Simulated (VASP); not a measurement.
Level of theory: LDA (Ceperley-Alder, Perdew-Zunger), VASP's LDA PAW potentials (set 64) (plane waves; VASP).

VASP input:

INCAR:
```
SYSTEM = Li
LREAL = F
NELM = 100
LCHARG = F
ISMEAR = 0
LASPH = T   # aspherical one-centre terms
ENCUT = 400   # plane-wave cut-off (eV)
PREC = Accurate
SIGMA = 0.2   # width (eV)
EDIFF = 1E-6
ISIF = 2
ALGO = Normal   # blocked Davidson
LWAVE = F
```

KPOINTS:
```
Automatic mesh
0
Gamma
10 10 10
0 0 0
```

POSCAR:
```
Li
1
    1.4788300000     0.8538020000     7.1633920000
   -1.4788300000     0.8538020000     7.1633920000
    0.0000000000    -1.7076060000     7.1633920000
Li
3
Direct
  0.7770300000   0.7770300000   0.7770300000
  0.2229700000   0.2229700000   0.2229700000
  0.0000000000   0.0000000000   0.0000000000
```

POTCAR, in this order: Li_sv (LDA.64 set). Program: vasp_std.

Output of the run:

### OSZICAR
```
       N       E                     dE             d eps       ncg     rms          rms(c)
DAV:   1     0.842061125841E+01    0.84206E+01   -0.35472E+03  1864   0.848E+02
DAV:   2    -0.350215610764E+01   -0.11923E+02   -0.11646E+02  2560   0.969E+01
DAV:   3    -0.603986646751E+01   -0.25377E+01   -0.25308E+01  3096   0.465E+01
DAV:   4    -0.617057017340E+01   -0.13070E+00   -0.13065E+00  2544   0.960E+00
DAV:   5    -0.617338989202E+01   -0.28197E-02   -0.28197E-02  2960   0.133E+00    0.709E-01
DAV:   6    -0.616500377574E+01    0.83861E-02   -0.12503E-02  3112   0.520E-01    0.388E-01
DAV:   7    -0.616170735201E+01    0.32964E-02   -0.27437E-03  3440   0.392E-01    0.107E-01
DAV:   8    -0.616142468141E+01    0.28267E-03   -0.83793E-04  3264   0.221E-01    0.314E-02
DAV:   9    -0.616143881499E+01   -0.14134E-04   -0.12836E-04  2816   0.950E-02    0.410E-03
DAV:  10    -0.616143901964E+01   -0.20465E-06   -0.99171E-07  2488   0.833E-03
   1 F= -.61614390E+01 E0= -.61468973E+01  d E =-.290835E-01
```

**OUTCAR**
```
------------------------ aborting loop because EDIFF is reached ----------------------------------------
  FORCE on cell =-STRESS in cart. coord.  units (eV):
  Direction    XX          YY          ZZ          XY          YZ          ZX
  --------------------------------------------------------------------------------------
  Total       -1.1745449     -1.1745443     -1.1933926      0.0000000      0.0000001      0.0000000
  in kB      -34.6764382    -34.6764193    -35.2328844      0.0000000      0.0000033      0.0000000
  external PRESSURE =     -34.8619140 kB  Pullay stress =       0.0000000 kB
  volume of cell :       54.27
      direct lattice vectors                 reciprocal lattice vectors
     1.478830000  0.853802000  7.163392000     0.338105124  0.195205137  0.046532908
    -1.478830000  0.853802000  7.163392000    -0.338105124  0.195205137  0.046532908
     0.000000000 -1.707606000  7.163392000     0.000000000 -0.390410274  0.046532854
 POSITION                                       TOTAL-FORCE (eV/Angst)
 -----------------------------------------------------------------------------------
      0.00000     -0.00000     16.69851         0.000000     -0.000000      0.035437
      0.00000     -0.00000      4.79166         0.000000      0.000000     -0.035437
      0.00000      0.00000      0.00000         0.000000     -0.000000     -0.000000
 -----------------------------------------------------------------------------------
    total drift:                                0.000000     -0.000000      0.000000
  FREE ENERGIE OF THE ION-ELECTRON SYSTEM (eV)
  ---------------------------------------------------
  free  energy   TOTEN  =        -6.1614390196 eV

  energy  without entropy=       -6.1323555090  energy(sigma->0) =       -6.14689726
```
(Selected blocks of OUTCAR.)

At this cut-off the stress carries a Pulay error, which pulls relaxed volumes low.

The structure comes from a computed database's Li entry (R-3m); how it stands against other phases isn't given here. The cell was not relaxed at this level, and its volume differs by -5.9 % from the start's.
